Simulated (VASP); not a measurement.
These are PBE GGA, VASP's PBE PAW potentials (set 64) (plane waves; VASP) values and carry that method's errors.

Input for VASP

KPOINTS:
```
Automatic mesh
0
Gamma
1 1 1
0 0 0
```

INCAR:
```
SYSTEM = Zn35O36
PREC = Normal
ENCUT = 400
EDIFF = 1E-5
NELM = 100
ALGO = Fast
LREAL = Auto
LASPH = .TRUE.
ISMEAR = 0
SIGMA = 0.05
GGA = PE
LMAXMIX = 4
LWAVE = .FALSE.
LCHARG = .FALSE.
NELMIN = 4
ISYM = 0
NELECT = 637.0
ISPIN = 2
NUPDOWN = 3
MAGMOM = 71*0.0423
LORBIT = 10
IBRION = 2
ISIF = 2
NSW = 60
EDIFFG = -0.03
```

File POSCAR:
```
Zn35O36
1.0
  4.9323206922  -8.5430313976   0.0000000000
  4.9323206922   8.5430313976   0.0000000000
  0.0000000000   0.0000000000  10.5847753715
Zn O
35 36
Cart
  1.6441052533  -0.9492247616   2.6461938429
  1.6441052533   0.9492247616   0.0000000000
  1.6441052533  -0.9492247616   7.9385815286
  1.6441052533   0.9492247616   5.2923876857
  3.2882105066   1.8984495232   2.6461938429
  3.2882154389   3.7969075895   0.0000000000
  3.2882105066   1.8984495232   7.9385815286
  3.2882154389   3.7969075895   5.2923876857
  4.9323206922   4.7461323511   2.6461938429
  4.9323206922   6.6445818744   0.0000000000
  4.9323206922   4.7461323511   7.9385815286
  4.9323206922   6.6445818744   5.2923876857
  3.2882154389  -3.7969075895   2.6461938429
  3.2882105066  -1.8984495232   0.0000000000
  3.2882154389  -3.7969075895   7.9385815286
  3.2882105066  -1.8984495232   5.2923876857
  4.9323206922  -0.9492333047   2.6461938429
  4.9323206922   0.9492333047   0.0000000000
  4.9323206922  -0.9492333047   7.9385815286
  6.5764308778   1.8984495232   2.6461938429
  6.5764259455   3.7969075895   0.0000000000
  6.5764308778   1.8984495232   7.9385815286
  6.5764259455   3.7969075895   5.2923876857
  4.9323206922  -6.6445818744   2.6461938429
  4.9323206922  -4.7461323511   0.0000000000
  4.9323206922  -6.6445818744   7.9385815286
  4.9323206922  -4.7461323511   5.2923876857
  6.5764259455  -3.7969075895   2.6461938429
  6.5764308778  -1.8984495232   0.0000000000
  6.5764259455  -3.7969075895   7.9385815286
  6.5764308778  -1.8984495232   5.2923876857
  8.2205361311  -0.9492247616   2.6461938429
  8.2205361311   0.9492247616   0.0000000000
  8.2205361311  -0.9492247616   7.9385815286
  8.2205361311   0.9492247616   5.2923876857
  1.6441052533  -0.9492247616   4.6678859388
  1.6441052533   0.9492247616   2.0216920960
  1.6441052533  -0.9492247616   9.9602736246
  1.6441052533   0.9492247616   7.3140797817
  3.2929406021   1.8927171492   4.6207625189
  3.2882154389   3.7969075895   2.0216920960
  3.2882105066   1.8984495232   9.9602736246
  3.2882154389   3.7969075895   7.3140797817
  4.9323206922   4.7461323511   4.6678859388
  4.9323206922   6.6445818744   2.0216920960
  4.9323206922   4.7461323511   9.9602736246
  4.9323206922   6.6445818744   7.3140797817
  3.2882154389  -3.7969075895   4.6678859388
  3.2882105066  -1.8984495232   2.0216920960
  3.2882154389  -3.7969075895   9.9602736246
  3.2882105066  -1.8984495232   7.3140797817
  4.9133460545  -0.9218016308   4.6387989761
  4.9323206922   0.9492333047   2.0216920960
  4.9323206922  -0.9492333047   9.9602736246
  4.8979572139   0.9043567607   7.3062364632
  6.5621863357   1.9410109057   4.6199263216
  6.5764259455   3.7969075895   2.0216920960
  6.5764308778   1.8984495232   9.9602736246
  6.5764259455   3.7969075895   7.3140797817
  4.9323206922  -6.6445818744   4.6678859388
  4.9323206922  -4.7461323511   2.0216920960
  4.9323206922  -6.6445818744   9.9602736246
  4.9323206922  -4.7461323511   7.3140797817
  6.5764259455  -3.7969075895   4.6678859388
  6.5764308778  -1.8984495232   2.0216920960
  6.5764259455  -3.7969075895   9.9602736246
  6.5764308778  -1.8984495232   7.3140797817
  8.2205361311  -0.9492247616   4.6678859388
  8.2205361311   0.9492247616   2.0216920960
  8.2205361311  -0.9492247616   9.9602736246
  8.2205361311   0.9492247616   7.3140797817
```

POTCAR, in this order: Zn O (PBE.64 set). Program: vasp_gam.

Question: What will the output report for the number of irreducible k-points (NKPTS), largest plane-wave count, FFT grid (NGX, NGY, NGZ)?

Answer: 
```
Property                                      Result
--------------------------------------  ------------
number of irreducible k-points (NKPTS)             1
largest plane-wave count                        8073
FFT grid (NGX, NGY, NGZ)                48 × 48 × 54
```

The cell is a supercell with a defect, built from ZnO (wurtzite): vac_Zn, charge -1.
